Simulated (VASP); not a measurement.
An input for Quantum ESPRESSO's pw.x (written as the equivalent of a VASP run, and not itself run):

```
&CONTROL
  calculation = 'scf'
  pseudo_dir = './pseudo'
  outdir = './out'
  tprnfor = .true.
  tstress = .true.
/
&SYSTEM
  ibrav = 0
  nat = 4
  ntyp = 2
  ecutwfc = 98
  occupations = 'smearing'
  smearing = 'methfessel-paxton'
  degauss = 0.00735
  input_dft = 'pbe'
  nspin = 2
  starting_magnetization(1) = 0.3
  starting_magnetization(2) = 0.07
/
&ELECTRONS
  conv_thr = 7.3e-08
  electron_maxstep = 100
/
ATOMIC_SPECIES
  Fe 55.845 Fe.upf
  Ni 58.693 Ni.upf
CELL_PARAMETERS angstrom
     3.5500000    0.0000000    0.0000000
     0.0000000    3.5500000    0.0000000
     0.0000000    0.0000000    3.5500000
ATOMIC_POSITIONS crystal
  Fe   0.0000000  0.0000000  0.0000000
  Ni   0.0000000  0.5000000  0.5000000
  Ni   0.5000000  0.0000000  0.5000000
  Ni   0.5000000  0.5000000  0.0000000
K_POINTS automatic
  8 8 8 0 0 0
```

**Question.** Translate this input to VASP (INCAR, KPOINTS, POSCAR, choice of POTCAR).

**Answer.** Several could match; the one computed here: 
**KPOINTS**
```
kpoints
0
Gamma
 8 8 8
```

**INCAR**
```
ALGO=Normal
EDIFF=1E-6
ENCUT=400
GGA=PE
ISIF=2
ISMEAR=1
ISPIN=2
LASPH=.True.
LCHARG=.False.
LMAXMIX=4
LORBIT=10
LREAL=.False.
LWAVE=.False.
MAGMOM=3.0 3*0.7
NELM=100
PREC=Accurate
SIGMA=0.1
SYSTEM=Ni3Fe
```

File POSCAR:
```
Ni3Fe
3.550
  1.0000000000   0.0000000000   0.0000000000
  0.0000000000   1.0000000000   0.0000000000
  0.0000000000   0.0000000000   1.0000000000
Fe Ni
1 3
Cart
  0.0000000000   0.0000000000   0.0000000000
  0.0000000000   0.5000000000   0.5000000000
  0.5000000000   0.0000000000   0.5000000000
  0.5000000000   0.5000000000   0.0000000000
```

POTCAR, in this order: Fe Ni (PBE.64 set). Program: vasp_std.

What does not carry over: the potentials are each code's own (VASP's PAW set, PseudoDojo norm-conserving files in pw.x), so ENCUT and ecutwfc are chosen apart and not converted; conv_thr bounds pw.x's estimated SCF error, while EDIFF bounds the energy change between steps; starting_magnetization is a fraction of the valence charge and MAGMOM a moment in μB, so they match only roughly.

The compound is Ni3Fe in the L1_2 structure. The cell was not relaxed at this level.
